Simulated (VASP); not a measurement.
All values below come from G0W0 on PBE orbitals, VASP's PBE PAW potentials (set 64) (plane waves; VASP 6.6.1).

The input files of a VASP run:

INCAR:
```
SYSTEM=Si
PREC=Normal; ENCUT=350; LREAL=F
LASPH=T; NBANDS=100
ALGO=EVGW0
ISMEAR=0; SIGMA=0.01
GGA=PE
LWAVE=F; LCHARG=F
NELMGW=1; NOMEGA=64; ENCUTGW=150
NBANDSGW=12; LSPECTRALGW=T
```

KPOINTS:
```
Automatic
0
G
 4 4 4
0 0 0
```

**POSCAR**
```
Si
1
    0.0000000000     2.7155000000     2.7155000000
    2.7155000000     0.0000000000     2.7155000000
    2.7155000000     2.7155000000     0.0000000000
Si
2
Direct
  0.0000000000   0.0000000000   0.0000000000
  0.2500000000   0.2500000000   0.2500000000
```

POTCAR, in this order: Si_GW (PBE.64 set). Program: vasp_std. Read from the step before: WAVECAR, WAVEDER.

Output of the run:

File OSZICAR:
```
energies w=
    0.000    0.000    0.299    0.000    0.598    0.000    0.895    0.000
    1.190    0.000    1.483    0.000    1.773    0.000    2.059    0.000
    2.342    0.000    2.620    0.000    2.895    0.000    3.166    0.000
    3.433    0.000    3.697    0.000    3.957    0.000    4.214    0.000
    4.469    0.000    4.721    0.000    4.972    0.000    5.221    0.000
    5.470    0.000    5.718    0.000    5.966    0.000    6.216    0.000
    6.467    0.000    6.720    0.000    6.976    0.000    7.236    0.000
    7.501    0.000    7.771    0.000    8.047    0.000    8.331    0.000
    8.624    0.000    8.927    0.000    9.241    0.000    9.569    0.000
    9.912    0.000   10.272    0.000   10.652    0.000   11.054    0.000
   11.482    0.000   11.940    0.000   12.432    0.000   12.964    0.000
   13.542    0.000   14.174    0.000   14.870    0.000   15.641    0.000
   16.503    0.000   17.473    0.000   18.576    0.000   19.843    0.000
   21.315    0.000   23.048    0.000   25.117    0.000   27.635    0.000
   30.762    0.000   34.749    0.000   40.004    0.000   47.235    0.000
   57.799    0.000   74.653    0.000  105.713    0.000  181.750    0.000
NQ=   1    0.0000    0.0000    0.0000,
 performed         68000 updates of chi_q(r,r)
NQ=   2    0.2500    0.0000    0.0000,
 performed        203000 updates of chi_q(r,r)
NQ=   3    0.5000    0.0000    0.0000,
 performed        319000 updates of chi_q(r,r)
NQ=   4    0.2500    0.2500    0.0000,
 performed        454000 updates of chi_q(r,r)
NQ=   5    0.5000    0.2500    0.0000,
 performed        642000 updates of chi_q(r,r)
NQ=   6   -0.2500    0.2500    0.0000,
 performed        811000 updates of chi_q(r,r)
NQ=   7    0.5000    0.5000    0.0000,
 performed        912000 updates of chi_q(r,r)
NQ=   8   -0.2500    0.5000    0.2500,
 performed       1042000 updates of chi_q(r,r)
 resolving degeneracies of screened two electron integrals
```

**OUTCAR**
```


 k-point   1 :       0.0000    0.0000    0.0000
  band No.  KS-energies  QP-energies   sigma(KS)   V_xc(KS)     V^pw_x(r,r')   Z            occupation Imag(sigma)

      1      -6.4646      -6.8670     -11.0358     -10.4547     -17.4960       0.6924       2.0000       1.1879
      2       5.5053       5.0526     -12.0159     -11.4204     -13.0374       0.7602       2.0000       0.0380
      3       5.5053       5.0526     -12.0159     -11.4204     -13.0374       0.7602       2.0000       0.0380
      4       5.5053       5.0526     -12.0159     -11.4204     -13.0374       0.7602       2.0000       0.0380
      5       8.0496       8.1991      -9.9038     -10.1017      -5.5790       0.7552       0.0000      -0.0706
      6       8.0496       8.1991      -9.9038     -10.1017      -5.5790       0.7552       0.0000      -0.0706
      7       8.0496       8.1991      -9.9038     -10.1017      -5.5790       0.7552       0.0000      -0.0706
      8       8.8661       9.1404     -10.6850     -11.0519      -5.8356       0.7475       0.0000      -0.0893
      9      13.2122      13.4214      -9.7294     -10.0090      -4.2032       0.7481       0.0000      -0.2176
     10      13.2122      13.4214      -9.7294     -10.0090      -4.2032       0.7481       0.0000      -0.2176
     11      13.4596      13.2280      -8.0349      -7.7352      -2.6010       0.7731       0.0000      -0.2860
     12      16.7351      16.5937      -8.5155      -8.3267      -2.2433       0.7487       0.0000      -0.5616

 k-point   2 :       0.2500    0.0000    0.0000
  band No.  KS-energies  QP-energies   sigma(KS)   V_xc(KS)     V^pw_x(r,r')   Z            occupation Imag(sigma)

      1      -5.6646      -6.0597     -11.1374     -10.5361     -17.2359       0.6571       2.0000       1.0412
      2       1.5707       1.1011     -11.3647     -10.7148     -13.7996       0.7228       2.0000       0.1258
      3       4.7417       4.2843     -11.7869     -11.1805     -12.9990       0.7544       2.0000       0.0436
      4       4.7417       4.2843     -11.7869     -11.1805     -12.9990       0.7544       2.0000       0.0436
      5       7.5232       7.6534      -9.9868     -10.1580      -5.7000       0.7605       0.0000      -0.0659
      6       8.9948       9.1430      -9.9398     -10.1369      -5.3390       0.7522       0.0000      -0.0903
      7       8.9948       9.1430      -9.9398     -10.1369      -5.3390       0.7522       0.0000      -0.0903
      8      12.4214      12.5612     -10.4159     -10.6063      -4.8111       0.7340       0.0000      -0.2190
      9      12.6890      12.7971      -9.4680      -9.6129      -4.0092       0.7461       0.0000      -0.2294
     10      12.6890      12.7971      -9.4680      -9.6129      -4.0092       0.7461       0.0000      -0.2294
     11      14.4897      14.2779      -8.1801      -7.8972      -2.4223       0.7487       0.0000      -0.3551
     12      17.3410      17.2224      -8.8665      -8.7043      -2.6091       0.7312       0.0000      -0.5337

 k-point   3 :       0.5000    0.0000    0.0000
  band No.  KS-energies  QP-energies   sigma(KS)   V_xc(KS)     V^pw_x(r,r')   Z            occupation Imag(sigma)

      1      -4.1311      -4.5516     -11.4489     -10.8566     -16.8846       0.7100       2.0000       0.8299
      2      -1.4749      -1.9344     -10.8901     -10.2275     -14.9026       0.6934       2.0000       0.3827
      3       4.3021       3.8188     -11.7990     -11.1549     -13.2482       0.7504       2.0000       0.0500
      4       4.3021       3.8188     -11.7990     -11.1549     -13.2482       0.7504       2.0000       0.0500
      5       7.0332       7.1517      -9.9789     -10.1342      -5.8131       0.7637       0.0000      -0.0605
      6       8.8263       8.9630      -9.5022      -9.6824      -4.9203       0.7586       0.0000      -0.0869
      7       8.8263       8.9630      -9.5022      -9.6824      -4.9203       0.7586       0.0000      -0.0869
      8      13.2224      12.9966      -8.0363      -7.7394      -2.3512       0.7605       0.0000      -0.2983
      9      16.0533      16.1383     -10.0521     -10.1676      -3.6493       0.7369       0.0000      -0.5345
     10      16.0533      16.1383     -10.0521     -10.1676      -3.6493       0.7369       0.0000      -0.5345
     11      16.8363      16.9078      -9.9979     -10.0954      -3.3789       0.7335       0.0000      -0.6169
     12      16.8363      16.9078      -9.9979     -10.0954      -3.3789       0.7335       0.0000      -0.6169

 k-point   4 :       0.2500    0.2500    0.0000
  band No.  KS-energies  QP-energies   sigma(KS)   V_xc(KS)     V^pw_x(r,r')   Z            occupation Imag(sigma)

      1      -5.3822      -5.7875     -11.1532     -10.5543     -17.1295       0.6767       2.0000       1.0079
      2       1.9853       1.5379     -11.8664     -11.2520     -14.1538       0.7282       2.0000       0.1119
      3       3.6073       3.1227     -11.4511     -10.8012     -13.0509       0.7457       2.0000       0.0586
      4       3.6073       3.1227     -11.4511     -10.8012     -13.0509       0.7457       2.0000       0.0586
      5       6.6194       6.6557      -9.3471      -9.3944      -5.3686       0.7686       0.0000      -0.0566
      6       8.6222       8.6820      -9.0695      -9.1477      -4.4921       0.7635       0.0000      -0.0837
      7      11.2538      11.4149     -10.4738     -10.6949      -5.2001       0.7288       0.0000      -0.1644
      8      11.2538      11.4149     -10.4738     -10.6949      -5.2001       0.7288       0.0000      -0.1644
      9      13.5655      13.7793     -10.5875     -10.8771      -4.7992       0.7386       0.0000      -0.2831
     10      14.4246      14.6059      -9.7915     -10.0325      -3.9325       0.7522       0.0000      -0.3481
     11      16.9379      16.7894      -8.7340      -8.5344      -2.5924       0.7438       0.0000      -0.4934
     12      18.4993      18.3810      -9.0222      -8.8653      -2.3034       0.7534       0.0000      -0.7975

 k-point   5 :       0.5000    0.2500    0.0000
  band No.  KS-energies  QP-energies   sigma(KS)   V_xc(KS)     V^pw_x(r,r')   Z            occupation Imag(sigma)

      1      -3.7449      -4.1618     -11.3896     -10.7972     -16.6396       0.7038       2.0000       0.7550
      2      -0.8844      -1.3294     -11.4235     -10.7924     -15.2104       0.7051       2.0000       0.3298
      3       1.9603       1.4644     -10.9428     -10.2660     -13.0235       0.7326       2.0000       0.1000
      4       3.2921       2.7906     -11.4725     -10.7963     -13.2460       0.7416       2.0000       0.0655
      5       7.0094       7.0437      -9.1789      -9.2235      -5.0510       0.7692       0.0000      -0.0611
      6       9.9434       9.9907      -9.5736      -9.6367      -4.7407       0.7503       0.0000      -0.1134
      7      11.2423      11.3953     -10.3187     -10.5259      -5.0138       0.7385       0.0000      -0.1684
      8      11.4112      11.5529      -9.9575     -10.1491      -4.6172       0.7393       0.0000      -0.1808
      9      15.7112      15.7357      -9.8474      -9.8808      -3.3766       0.7349       0.0000      -0.5029
     10      16.0365      16.1172     -10.0623     -10.1726      -3.6292       0.7318       0.0000      -0.5329
     11      17.6564      17.7777     -10.2128     -10.3770      -3.4566       0.7388       0.0000      -0.7063
     12      18.2112      18.2785     -10.0273     -10.1186      -3.3188       0.7375       0.0000      -0.6696

 k-point   6 :      -0.2500    0.2500    0.0000
  band No.  KS-energies  QP-energies   sigma(KS)   V_xc(KS)     V^pw_x(r,r')   Z            occupation Imag(sigma)

      1      -4.4197      -4.8407     -11.3069     -10.6955     -16.8456       0.6886       2.0000       0.8598
      2       0.0191      -0.4328     -11.5700     -10.9349     -14.8990       0.7115       2.0000       0.2404
      3       1.7406       1.2357     -10.7839     -10.0973     -12.9515       0.7355       2.0000       0.1101
      4       4.1719       3.6958     -11.6871     -11.0521     -13.0954       0.7498       2.0000       0.0502
      5       7.9393       8.0392      -9.4735      -9.6047      -5.0780       0.7615       0.0000      -0.0723
      6      10.2778      10.4447      -9.9650     -10.1896      -4.8050       0.7431       0.0000      -0.1436
      7      10.6369      10.6960     -10.1969     -10.2756      -5.3482       0.7508       0.0000      -0.1268
      8      11.6411      11.7527      -9.8432      -9.9945      -4.3333       0.7378       0.0000      -0.1935
      9      11.9413      12.0141      -9.4144      -9.5114      -4.2255       0.7507       0.0000      -0.1853
     10      15.1329      15.1911      -9.9478     -10.0278      -3.5229       0.7275       0.0000      -0.4624
     11      18.1193      18.0280      -8.9979      -8.8731      -2.6082       0.7313       0.0000      -0.5930
     12      18.6989      18.8600     -10.5172     -10.7323      -3.5096       0.7486       0.0000      -0.7982

 k-point   7 :       0.5000    0.5000    0.0000
  band No.  KS-energies  QP-energies   sigma(KS)   V_xc(KS)     V^pw_x(r,r')   Z            occupation Imag(sigma)

      1      -2.3180      -2.7315     -11.4652     -10.8705     -16.0268       0.6951       2.0000       0.5174
      2      -2.3180      -2.7315     -11.4652     -10.8705     -16.0268       0.6951       2.0000       0.5174
      3       2.6436       2.1244     -11.3722     -10.6644     -13.4430       0.7335       2.0000       0.0817
      4       2.6436       2.1244     -11.3722     -10.6644     -13.4430       0.7335       2.0000       0.0817
      5       6.1990       6.1951      -8.9780      -8.9728      -5.0383       0.7740       0.0000      -0.0550
      6       6.1990       6.1951      -8.9780      -8.9728      -5.0383       0.7740       0.0000      -0.0550
      7      15.6038      15.7386     -10.5841     -10.7721      -3.7000       0.7171       0.0000      -0.5484
      8      15.6038      15.7386     -10.5841     -10.7721      -3.7000       0.7171       0.0000      -0.5484
      9      16.4865      16.5826     -10.3835     -10.5139      -4.0003       0.7372       0.0000      -0.5586
...
```
(Selected blocks of OUTCAR.)

The mesh is coarse and the basis finite, so the quasiparticle values are not converged.

The compound is Si in the diamond structure. The cell was not relaxed at this level. The k-mesh is coarse (spacing up to 0.50 per Å, 2π included), so the numbers may not be converged in it.
